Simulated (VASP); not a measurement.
A VASP calculation is set up with these files.

### INCAR
```
SYSTEM = AuZn
PREC = Accurate
ENCUT = 400
EDIFF = 1E-6
NELM = 100
ALGO = Normal
LREAL = .FALSE.
LASPH = .TRUE.
ISMEAR = 1
SIGMA = 0.1
GGA = PE
LMAXMIX = 6
LWAVE = .FALSE.
LCHARG = .FALSE.
ISIF = 2
```

**POSCAR**
```
AuZn
1
    0.0000000000     3.2130000000     0.0000000000
    3.2130000000     0.0000000000     0.0000000000
    0.0000000000     0.0000000000     3.2130000000
Zn Au
1 1
Direct
  0.5000000000   0.5000000000   0.5000000000
  0.0000000000   0.0000000000   0.0000000000
```

KPOINTS:
```
Automatic mesh
0
Gamma
9 9 9
0 0 0
```

POTCAR, in this order: Zn Au (PBE.64 set). Program: vasp_std.

Question: What happens when VASP runs on this input?

Answer: There is a fault: the lattice vectors form a left-handed set. VASP stops with an error: ERROR: the triple product of the basis vectors is negative exchange two basis vectors ----> I REFUSE TO CONTINUE WITH THIS SICK JOB ... BYE!!! <----

**standard output**
```
 -----------------------------------------------------------------------------
|                                                                             |
|     EEEEEEE  RRRRRR   RRRRRR   OOOOOOO  RRRRRR      ###     ###     ###     |
|     E        R     R  R     R  O     O  R     R     ###     ###     ###     |
|     E        R     R  R     R  O     O  R     R     ###     ###     ###     |
|     EEEEE    RRRRRR   RRRRRR   O     O  RRRRRR       #       #       #      |
|     E        R   R    R   R    O     O  R   R                               |
|     E        R    R   R    R   O     O  R    R      ###     ###     ###     |
|     EEEEEEE  R     R  R     R  OOOOOOO  R     R     ###     ###     ###     |
|                                                                             |
|     ERROR: the triple product of the basis vectors is negative exchange     |
|     two basis vectors                                                       |
|                                                                             |
|       ---->  I REFUSE TO CONTINUE WITH THIS SICK JOB ... BYE!!! <----       |
|                                                                             |
 -----------------------------------------------------------------------------
```

To mend it, correct POSCAR.
POSCAR:
```
AuZn
1
    3.2130000000     0.0000000000     0.0000000000
    0.0000000000     3.2130000000     0.0000000000
    0.0000000000     0.0000000000     3.2130000000
Zn Au
1 1
Direct
  0.5000000000   0.5000000000   0.5000000000
  0.0000000000   0.0000000000   0.0000000000
```
The mended run (PBE GGA, plane waves, VASP's PBE PAW potentials (set 64)) converges, and its OSZICAR ends with
```
   1 F= -.47365506E+01 E0= -.47363198E+01  d E =-.692451E-03
```

The compound is AuZn in the CsCl type structure. The cell was not relaxed at this level.
